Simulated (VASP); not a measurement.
Computed with PBE GGA + U (Dudarev), VASP's PBE PAW potentials (set 64) (plane waves; VASP).

A VASP calculation is set up with these files.

**INCAR**
```
# general
SYSTEM    = ZnS
PREC      = Accurate
ENCUT     = 400   # plane-wave cut-off (eV)
LREAL     = .False.   # projection in real space or not
LASPH     = .True.   # aspherical one-centre terms

# electronic loop
EDIFF     = 1E-6
NELM      = 100
ALGO      = Normal   # blocked Davidson
LMAXMIX   = 4

# smearing
ISMEAR    = 0
SIGMA     = 0.05

# functional
GGA       = PE   # PBE

# DFT+U
LDAU      = .True.
LDAUTYPE  = 2
LDAUL     = 2 -1
LDAUU     = 8.0 0
LDAUJ     = 0 0
LDAUPRINT = 1

# ions
ISIF      = 2   # forces and stress, cell fixed

# output
LWAVE     = .False.
LCHARG    = .False.
LORBIT    = 10
```

### POSCAR
```
ZnS
1
    1.9100000000    -3.3082170000     0.0000000000
    1.9100000000     3.3082170000     0.0000000000
    0.0000000000     0.0000000000     6.2600000000
Zn S
2 2
Direct
  0.6666670000   0.3333330000   0.5000000000
  0.3333330000   0.6666670000   0.0000000000
  0.6666670000   0.3333330000   0.8750000000
  0.3333330000   0.6666670000   0.3750000000
```

### KPOINTS
```
Automatic mesh
0
Gamma
6 6 3
0 0 0
```

POTCAR, in this order: Zn S (PBE.64 set). Program: vasp_std.

The run wrote:

OUTCAR:
```
 ion  position               nearest neighbor table
   1  0.667  0.333  0.500-   4 2.34   4 2.34   4 2.34   3 2.35
   2  0.333  0.667  0.000-   3 2.34   3 2.34   3 2.34   4 2.35
   3  0.667  0.333  0.875-   2 2.34   2 2.34   2 2.34   1 2.35
   4  0.333  0.667  0.375-   1 2.34   1 2.34   1 2.34   2 2.35
  LATTYP: Found a hexagonal cell.
 ALAT       =     3.8199999632
 C/A-ratio  =     1.6387434713
 Subroutine PRICEL returns:
 Original cell was already a primitive cell.
 Subroutine GETGRP returns: Found 12 space group operations
The static configuration has the point symmetry C_3v.
 The point group associated with its full space group is C_6v.
The dynamic configuration has the point symmetry C_3v.
 Subroutine INISYM returns: Found 12 space group operations
 Subroutine IBZKPT returns following result:
 Found     14 irreducible k-points:

 Following reciprocal coordinates:
            Coordinates               Weight
  0.000000  0.000000  0.000000      1.000000
  0.166667  0.000000  0.000000      6.000000
  0.333333 -0.000000  0.000000      6.000000
  0.500000  0.000000  0.000000      3.000000
  0.166667  0.166667  0.000000      6.000000
  0.333333  0.166667  0.000000     12.000000
  0.333333  0.333333  0.000000      2.000000
  0.000000  0.000000  0.333333      2.000000
  0.166667  0.000000  0.333333     12.000000
  0.333333 -0.000000  0.333333     12.000000
  0.500000  0.000000  0.333333      6.000000
  0.166667  0.166667  0.333333     12.000000
  0.333333  0.166667  0.333333     24.000000
  0.333333  0.333333  0.333333      4.000000
   k-points           NKPTS =     14   k-points in BZ     NKDIM =     14   number of bands    NBANDS=     22
   number of dos      NEDOS =    301   number of ions     NIONS =      4
   total plane-waves  NPLWV =  32928
   dimension x,y,z NGX =    28 NGY =   28 NGZ =   42
   dimension x,y,z NGXF=    56 NGYF=   56 NGZF=   84
   ions per type =               2   2
...
```

OSZICAR:
```
       N       E                     dE             d eps       ncg     rms          rms(c)
DAV:   1     0.215539915294E+03    0.21554E+03   -0.15614E+04   616   0.169E+03
DAV:   2     0.648529510086E+01   -0.20905E+03   -0.20313E+03   660   0.344E+02
DAV:   3    -0.131311388490E+02   -0.19616E+02   -0.19569E+02   724   0.118E+02
DAV:   4    -0.134329209330E+02   -0.30178E+00   -0.30164E+00   742   0.154E+01
DAV:   5    -0.134372165422E+02   -0.42956E-02   -0.42953E-02   730   0.150E+00    0.118E+01
DAV:   6    -0.128314725708E+02    0.60574E+00   -0.14418E+00   908   0.201E+01    0.829E+00
DAV:   7    -0.128345078943E+02   -0.30353E-02   -0.94094E-01   730   0.632E+00    0.279E+00
DAV:   8    -0.128284223824E+02    0.60855E-02   -0.10183E-01   740   0.329E+00    0.789E-01
DAV:   9    -0.128287230539E+02   -0.30067E-03   -0.13924E-02   778   0.167E+00    0.143E-01
DAV:  10    -0.128288239767E+02   -0.10092E-03   -0.11382E-03   664   0.523E-01    0.918E-02
DAV:  11    -0.128289612889E+02   -0.13731E-03   -0.18125E-04   764   0.102E-01    0.408E-02
DAV:  12    -0.128290147907E+02   -0.53502E-04   -0.70032E-05   706   0.533E-02    0.279E-02
DAV:  13    -0.128290168586E+02   -0.20679E-05   -0.69572E-06   718   0.487E-02    0.741E-03
DAV:  14    -0.128290172134E+02   -0.35474E-06   -0.17691E-06   586   0.174E-02
   1 F= -.12829017E+02 E0= -.12829017E+02  d E =-.273555E-15
```

### OUTCAR
```
------------------------ aborting loop because EDIFF is reached ----------------------------------------
  FORCE on cell =-STRESS in cart. coord.  units (eV):
  Direction    XX          YY          ZZ          XY          YZ          ZX
  --------------------------------------------------------------------------------------
  Total       -1.0221287     -1.0221287     -1.0703458      0.0000000      0.0000000      0.0000000
  in kB      -20.7006740    -20.7006734    -21.6771915      0.0000000      0.0000000      0.0000000
  external PRESSURE =     -21.0261796 kB  Pullay stress =       0.0000000 kB
  volume of cell :       79.11
      direct lattice vectors                 reciprocal lattice vectors
     1.910000000 -3.308217000  0.000000000     0.261780105 -0.151138816  0.000000000
     1.910000000  3.308217000  0.000000000     0.261780105  0.151138816  0.000000000
     0.000000000  0.000000000  6.260000000     0.000000000  0.000000000  0.159744409
  FREE ENERGIE OF THE ION-ELECTRON SYSTEM (eV)
  ---------------------------------------------------
  free  energy   TOTEN  =       -12.8290172134 eV

  energy  without entropy=      -12.8290172134  energy(sigma->0) =      -12.82901721

 total charge

# of ion       s       p       d       tot
------------------------------------------
    1        0.501   0.452   9.947  10.900
    2        0.501   0.452   9.947  10.900
    3        1.312   2.447   0.000   3.759
    4        1.312   2.447   0.000   3.759
--------------------------------------------------
tot          3.626   5.797  19.894  29.317
```
(Selected blocks of OUTCAR.)

The compound is ZnS in the wurtzite structure, the high-temperature form. The cell was not relaxed at this level. The run is one of a series of settings (LDAU = .TRUE., LDAUJ = 0 0, LDAUL = 2 -1, LDAUTYPE = 2, LDAUU = 8.0 0 against the base run), some of them coarse on purpose.
